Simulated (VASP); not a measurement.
Data:

```
CoSi2
1.0
    0.00000     2.68849     2.68849
    2.68849     0.00000     2.68849
    2.68849     2.68849     0.00000
Co Si
1 2
Direct
  0.00000   0.00000   0.00000
  0.25000   0.25000   0.25000
  0.75000   0.75000   0.75000
```

Computed with revPBE GGA, VASP's PBE PAW potentials (set 64) (plane waves; VASP 6.6.1). Settings: 520 eV cut-off, 11×11×11 Γ-centred mesh, tetrahedra with Blöchl corrections, potentials Co Si.

Question: Predict the energy per atom (σ→0), band gap (on the k-mesh) with the smallest direct gap where there is one.

Answer: 
```
Property                                                    Result
------------------------  ----------------------------------------
band gap (on the k-mesh)  none (metal, semimetal or under 0.01 eV)
energy per atom (σ→0)                               -6.123 eV/atom
```

The absolute energy has meaning only against runs of the same code, potentials and settings.

The compound is CoSi2 in the fluorite structure. It was relaxed first. The run is not spin-polarised, so no magnetic state was tried. The electron count is odd and the run is not spin-polarised, which forces a metal.
